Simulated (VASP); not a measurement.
Here is the system:

```
BeSe
1.0
    0.00000     2.54354     2.54354
    2.54354     0.00000     2.54354
    2.54354     2.54354     0.00000
Be Se
1 1
Direct
  0.00000   0.00000   0.00000
  0.25000   0.25000   0.25000
```

Calculation: LDA (Ceperley-Alder, Perdew-Zunger), VASP's LDA PAW potentials (set 64) (plane waves; VASP). Settings: 400 eV cut-off, 9×9×9 Γ-centred mesh, Gaussian smearing of 0.010 eV, potentials Be Se.

Problem. Give the electronic dielectric tensor ε∞ (DFPT, local fields included).

Solution. 
```
6.14  0.00  0.00
0.00  6.14  0.00
0.00  0.00  6.14
```

Problem. Give the Born effective charges.

Solution. 
```tsv
atom	Z*xx	Z*yy	Z*zz	mean
Be1	1.48	1.48	1.48	1.48
Se2	-1.48	-1.48	-1.48	-1.48
```

Problem. And the static tensor with the ions free?

Solution. 
```
7.64  0.00  0.00
0.00  7.64  0.00
0.00  0.00  7.64
```

Problem. Which frequencies do the optical Γ-point modes have (no LO-TO splitting)?

Solution. 521 (×3) cm⁻¹.

The piezoelectric tensor e of the same run, ions relaxed (C/m²):

```
     xx    yy    zz     yz     xz     xy
-  ----  ----  ----  -----  -----  -----
x  0.00  0.00  0.00  -0.14   0.00   0.00
y  0.00  0.00  0.00   0.00  -0.14   0.00
z  0.00  0.00  0.00   0.00   0.00  -0.14
```

The compound is BeSe in the zinc blende structure. It was relaxed first.
